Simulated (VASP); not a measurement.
Data:

```yaml
crystal:
  lattice:
    - [0.00000, 2.62140, 2.62140]
    - [2.62140, 0.00000, 2.62140]
    - [2.62140, 2.62140, 0.00000]
  atoms:
    - { symbol: Li, position: [0.00000, 0.00000, 0.00000] }
    - { symbol: Cl, position: [0.50000, 0.50000, 0.50000] }
```

These are PW91 GGA, VASP's PBE PAW potentials (set 64) (plane waves; VASP) values and carry that method's errors. Numerical set-up: 520 eV cut-off, 8×8×8 Γ-centred mesh, Gaussian smearing of 0.050 eV, potentials Li_sv Cl.

**Question.** Give the stress tensor in GPa (positive for a compressed cell).

**Answer.** 
```
-1.68   0.00   0.00
 0.00  -1.68   0.00
 0.00   0.00  -1.68
```
The pressure is its mean diagonal, -1.68 GPa.

The compound is LiCl in the rock salt structure. The cell was not relaxed at this level. The run is one of a series of settings (GGA = 91 against the base run), some of them coarse on purpose.
